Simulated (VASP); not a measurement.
Here is the system:

```
CELL_PARAMETERS angstrom
      1.38210    -2.39387     0.00000
      1.38210     2.39387     0.00000
      0.00000     0.00000     4.36560
ATOMIC_POSITIONS crystal
  Ru 0.33333 0.66667 0.25000
  Ru 0.66667 0.33333 0.75000
```

All values below come from PBE GGA, VASP's PBE PAW potentials (set 64) (plane waves; VASP 6.6.1). Settings: 400 eV cut-off, 14×14×8 Γ-centred mesh, first-order Methfessel-Paxton smearing of 0.020 eV, potentials Ru_pv.

Q: Estimate the energy per atom (σ→0), pressure, band gap (on the k-mesh) with the smallest direct gap where there is one.

A: 
* **band gap (on the k-mesh)**: none (metal, semimetal or under 0.01 eV)
* **energy per atom (σ→0)**: -9.201 eV/atom
* **pressure**: -14.28 GPa

The absolute energy has meaning only against runs of the same code, potentials and settings.

The compound is Ru in the hcp structure. The cell was not relaxed at this level. The run is one of a series of settings (SIGMA = 0.02 against the base run), some of them coarse on purpose.
